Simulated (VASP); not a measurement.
A convergence study with VASP on MoSi₂ (MoSi2 type): one setting is varied, all else stays as given below, so the limit is that of these other settings. Each run relaxes cell and ions from the cell shown. The basis is that of the starting cell, so low cut-offs carry a Pulay error.

```xyz
3
Lattice="-1.6050 1.6050 3.9250 1.6050 -1.6050 3.9250 1.6050 1.6050 -3.9250" Properties=species:S:1:pos:R:3 pbc="T T T"
Si     0.0000     0.0000     5.2203
Si     0.0000     0.0000     2.6298
Mo     0.0000     0.0000     0.0000
```

Computed with PBE GGA, VASP's PBE PAW potentials (set 64) (plane waves; VASP). The tightest run used: 700 eV cut-off, 11×11×11 Γ-centred mesh, first-order Methfessel-Paxton smearing of 0.10 eV, potentials Si Mo_sv.

### Question
The settings run are ENCUT = 200; ENCUT = 250; ENCUT = 300; ENCUT = 350; ENCUT = 400; ENCUT = 450; ENCUT = 500; ENCUT = 550; ENCUT = 600; ENCUT = 650; ENCUT = 700. From which on does the relaxed volume stay within 0.02 Å³/atom of the tightest run?

### Answer
From ENCUT = 450 on: it is off by 0.006 there and by no more than 0.02 in any finer run, while ENCUT = 400 is off by 0.028.
```csv
setting,relaxed volume (Å³/atom),E (eV/atom),plane waves,difference judged (Å³/atom)
ENCUT = 200,12.513,-7.7309,273,1.080
ENCUT = 250,13.459,-7.7365,374,0.135
ENCUT = 300,13.573,-7.7471,495,0.021
ENCUT = 350,13.547,-7.7505,612,0.046
ENCUT = 400,13.565,-7.7522,765,0.028
ENCUT = 450,13.587,-7.7531,900,0.006
ENCUT = 500,13.593,-7.7533,1043,0.000
ENCUT = 550,13.591,-7.7533,1203,0.002
ENCUT = 600,13.590,-7.7533,1370,0.003
ENCUT = 650,13.591,-7.7534,1547,0.002
ENCUT = 700,13.593,-7.7535,1717,0.000
```

Left out are rungs that failed or repeat a setting and relaxations that didn't move; long series are thinned to 24 rows.

The compound is MoSi2 in the MoSi2 type structure.
